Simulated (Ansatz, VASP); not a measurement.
# B76C27 (random packing of B74C26) in two plane-wave programs, part 2 of 2

Aim: how closely do two programs agree when they are given the same cell, functional and k mesh? The cell is taken from a series of runs on this material, whose earlier steps may have relaxed, scaled, displaced or heated it; both programs get it as it stands.

VASP 6.6.1 and Ansatz 0.2.0.

So far. Step 3 (Ansatz: single point, PBE, pair 1): The run ends at a pressure of -21.56 GPa, with forces up to 5.7 eV/Å.

### 5. Ansatz: single point, PBE, pair 2

Level of this step: Ansatz beside VASP: Kohn-Sham DFT, plane waves, PBE (Ansatz).

A single point gives forces, pressure and levels at one fixed geometry, so differences don't come from the geometry; what else differs is listed under the comparison.

The cell is taken from a series of runs on this material, whose earlier steps may have relaxed, scaled, displaced or heated it; both programs get it as it stands.

input.yaml reads:

```yaml
crystal:
  lattice:
    - [9.5421, 0.0, 0.0]
    - [0.0, 9.5421, 0.0]
    - [0.0, 0.0, 9.5421]
  atoms:
    - { symbol: B, position: [0.47865, 0.50428, 0.17664] }
    - { symbol: B, position: [0.6755, 0.03324, 0.08036] }
    - { symbol: B, position: [0.72369, 0.60696, 0.15588] }
    - { symbol: B, position: [0.60367, 0.70609, 0.25321] }
    - { symbol: B, position: [0.86628, 0.07929, 0.92743] }
    - { symbol: B, position: [0.40326, 0.98158, 0.95301] }
    - { symbol: B, position: [0.04824, 0.15362, 0.33435] }
    - { symbol: B, position: [0.27147, 0.66784, 0.11467] }
    - { symbol: B, position: [0.16346, 0.1542, 0.00574] }
    - { symbol: B, position: [0.66898, 0.13116, 0.39859] }
    - { symbol: B, position: [0.57344, 0.05021, 0.72127] }
    - { symbol: B, position: [0.25198, 0.50235, 0.50422] }
    - { symbol: B, position: [0.387, 0.00422, 0.18996] }
    - { symbol: B, position: [0.46734, 0.19367, 0.36146] }
    - { symbol: B, position: [0.91805, 0.32115, 0.95924] }
    - { symbol: B, position: [0.29203, 0.54766, 0.29318] }
    - { symbol: B, position: [0.8017, 0.95415, 0.57758] }
    - { symbol: B, position: [0.9679, 0.50799, 0.43312] }
    - { symbol: B, position: [0.36876, 0.65735, 0.71319] }
    - { symbol: B, position: [0.77855, 0.30067, 0.83604] }
    - { symbol: B, position: [0.8774, 0.19528, 0.08115] }
    - { symbol: B, position: [0.36906, 0.30721, 0.95072] }
    - { symbol: B, position: [0.57156, 0.35551, 0.26411] }
    - { symbol: B, position: [0.41514, 0.70634, 0.24229] }
    - { symbol: B, position: [0.19616, 0.31498, 0.53433] }
    - { symbol: B, position: [0.05585, 0.77386, 0.34496] }
    - { symbol: B, position: [0.19353, 0.29785, 0.72966] }
    - { symbol: B, position: [0.22378, 0.72064, 0.87187] }
    - { symbol: B, position: [0.44729, 0.56478, 0.53443] }
    - { symbol: B, position: [0.2332, 0.11594, 0.23625] }
[... 67 atom lines left out ...]
    - { symbol: C, position: [0.0361, 0.24082, 0.79442] }
    - { symbol: C, position: [0.1408, 0.62874, 0.44914] }
    - { symbol: C, position: [0.73907, 0.73219, 0.84542] }
    - { symbol: C, position: [0.18605, 0.02641, 0.73782] }
    - { symbol: C, position: [0.07636, 0.79826, 0.55918] }
    - { symbol: C, position: [0.56978, 0.51942, 0.34874] }
kpoints:
  mp_grid: { grid: [1, 1, 1] }
hamiltonian:
  xc: pbe
scf:
  occupations: { method: fermi_dirac, width: 0.05 }
output:
  forces: true
  eigenvalues: true
  populations: true
  stress: true
```

Run with:

```bash
$ ansatz run input.yaml --threads 4 --pin off --max-ram 15872MiB --backend cpu --events-out ev --progress --plain --runs-dir out
```

Numbers of over 12 decimals in the logs are rounded to 6 here.

The log of the run:

```text
[...]
Crystal: 103 atoms, lattice volume = 868.824 Å³
Basis set: ecut = 420 eV, 17071 PW (Γ), exchange–correlation on 128×128×128 points (8 copies of the dense FFT grid, shifted against one another)
Bands: 271, of which v1, the nominal top of the filled ones, is band 168 counted from 1 (167 counted from 0)
Symmetry: 1 space group operations
[...]
k-points: 1
[...]
--- Löwdin populations: 103 sites ---
  site symbol       q [e]
     0      B      2.8324
     1      B      2.9198
     2      B      2.8725
     3      B      3.0693
     4      B      2.9105
     5      B      2.9372
     6      B      2.8730
     7      B      2.8929
[...]
99      C      4.1551
   100      C      4.1133
   101      C      4.1275
   102      C      4.1509
  spilling = 0.006338 (of n_electrons = 336.000000)
[key lines of the parts left out:]
SCF converged after 8 iterations
Free energy (F): -18432.328485 eV
Fermi energy:    8.081473 eV
P = ⅓ Tr σ = -18.0350 GPa (-180.350 kbar)
```

The run ends at a pressure of -18.04 GPa, with forces up to 5.6 eV/Å.

### 6. VASP: single point, PBE, pair 2

The same cell, functional, mesh and smearing now go to VASP, with its own data sets.

INCAR reads:

```
SYSTEM = B76C27
PREC = Accurate
ENCUT = 600
EDIFF = 1E-06
NELM = 120
ISMEAR = -1
SIGMA = 0.05
LREAL = Auto
ALGO = Normal
GGA = PE
NBANDS = 240
LORBIT = 11
LWAVE = .FALSE.
LCHARG = .FALSE.
ISIF = 2
LASPH = .TRUE.
GGA_COMPAT = .FALSE.
NCORE = 2
```

POSCAR reads:

```
B76C27
1.0
    9.5421000000      0.0000000000      0.0000000000
    0.0000000000      9.5421000000      0.0000000000
    0.0000000000      0.0000000000      9.5421000000
B C
76 27
Direct
    0.4786500000      0.5042800000      0.1766400000
    0.6755000000      0.0332400000      0.0803600000
    0.7236900000      0.6069600000      0.1558800000
    0.6036700000      0.7060900000      0.2532100000
    0.8662800000      0.0792900000      0.9274300000
    0.4032600000      0.9815800000      0.9530100000
    0.0482400000      0.1536200000      0.3343500000
    0.2714700000      0.6678400000      0.1146700000
    0.1634600000      0.1542000000      0.0057400000
    0.6689800000      0.1311600000      0.3985900000
    0.5734400000      0.0502100000      0.7212700000
    0.2519800000      0.5023500000      0.5042200000
    0.3870000000      0.0042200000      0.1899600000
    0.4673400000      0.1936700000      0.3614600000
    0.9180500000      0.3211500000      0.9592400000
    0.2920300000      0.5476600000      0.2931800000
    0.8017000000      0.9541500000      0.5775800000
    0.9679000000      0.5079900000      0.4331200000
    0.3687600000      0.6573500000      0.7131900000
    0.7785500000      0.3006700000      0.8360400000
    0.8774000000      0.1952800000      0.0811500000
    0.3690600000      0.3072100000      0.9507200000
    0.5715600000      0.3555100000      0.2641100000
    0.4151400000      0.7063400000      0.2422900000
    0.1961600000      0.3149800000      0.5343300000
    0.0558500000      0.7738600000      0.3449600000
    0.1935300000      0.2978500000      0.7296600000
    0.2237800000      0.7206400000      0.8718700000
    0.4472900000      0.5647800000      0.5344300000
    0.2332000000      0.1159400000      0.2362500000
[... 67 atom lines left out ...]
    0.0361000000      0.2408200000      0.7944200000
    0.1408000000      0.6287400000      0.4491400000
    0.7390700000      0.7321900000      0.8454200000
    0.1860500000      0.0264100000      0.7378200000
    0.0763600000      0.7982600000      0.5591800000
    0.5697800000      0.5194200000      0.3487400000
```

KPOINTS reads:

```
Automatic mesh
0
Gamma
1 1 1
0 0 0
```

Potentials, in the order of the species: B and C (PBE family, release 64).

Run with:

```bash
$ mpirun -np 8 vasp_gam
```

The log of the run:

```text
[... set-up lines as in an earlier step ...]
 entering main loop
       N       E                     dE             d eps       ncg     rms          rms(c)
DAV:   1     0.199892138097E+04    0.19989E+04   -0.19167E+05   480   0.152E+03
DAV:   2    -0.319919908796E+03   -0.23188E+04   -0.21462E+04   592   0.305E+02
DAV:   3    -0.578381295478E+03   -0.25846E+03   -0.24258E+03   648   0.842E+01
DAV:   4    -0.589982957866E+03   -0.11602E+02   -0.11249E+02   616   0.168E+01
[...]
DAV:  16    -0.566361288624E+03   -0.52542E-05   -0.92572E-05   584   0.205E-02    0.191E-02
DAV:  17    -0.566361291966E+03   -0.33421E-05   -0.26286E-05   568   0.109E-02    0.809E-03
DAV:  18    -0.566361292151E+03   -0.18509E-06   -0.55827E-06   544   0.505E-03
   1 F= -.56636129E+03 E0= -.56621676E+03  d E =-.289072E+00
```

From OUTCAR (step 6):

```text
  FREE ENERGIE OF THE ION-ELECTRON SYSTEM (eV)
  ---------------------------------------------------
  free  energy   TOTEN  =      -566.3612921514 eV

  energy  without entropy=     -566.0722200361  energy(sigma->0) =     -566.21675609

[... 1 part as in an earlier step ...]
```

The run ends at a pressure of -18.08 GPa, with forces up to 5.6 eV/Å.

### 7. Comparison

Compared:

```
      quantity  Ansatz    VASP  difference
pressure (GPa)  -18.04  -18.08       +0.04
```

Forces on 8 of the 103 atoms, those with the largest forces and the largest differences (eV/Å; atoms numbered as in POSCAR):

```
atom         Ansatz x, y, z           VASP x, y, z
 B17  -0.141, -4.435, 1.232  -0.163, -4.470, 1.229
 B39    2.077, 2.387, 2.252    2.093, 2.389, 2.262
 B54   -0.717, 3.573, 1.528   -0.720, 3.583, 1.524
 B61  -1.636, 4.235, -3.235  -1.655, 4.287, -3.276
 C85  -0.111, -1.337, 2.811  -0.164, -1.321, 2.801
 C90  -3.322, 1.859, -1.488  -3.311, 1.858, -1.487
 C91  -0.429, -2.351, 3.051  -0.428, -2.340, 3.060
 C96   0.201, -2.665, 4.187   0.215, -2.690, 4.251
```

The forces differ by 11 meV/Å r.m.s., which is 0.7 % of the r.m.s. force of 1.425 eV/Å (both taken over all components).

### 8. Results

| Property | Result |
| --- | --- |
| r.m.s. force difference (single point, PBE, pair 1) | 0.51 % of the r.m.s. force |
| r.m.s. force difference (single point, PBE, pair 2) | 0.74 % of the r.m.s. force |

In words: The r.m.s. force difference is 0.74 % of the r.m.s. force (single point, PBE, pair 2), within the 3 % picked in this series as the mark of a large difference. How closely two codes agree says nothing of how well the functional describes the real material.

[Lines on the potential files, build, host, timing and source positions are cut from VASP's logs without a mark.]

[Logs are printed without paths, hosts, clocks, repeated set-up lines and the standing remarks that a program may print on its own settings, such as how far it seeks lower states.]

[Hosts, paths, dates, database ids (printed as entryN), source tags and the programs' standing remarks are cut or masked in the printed files.]
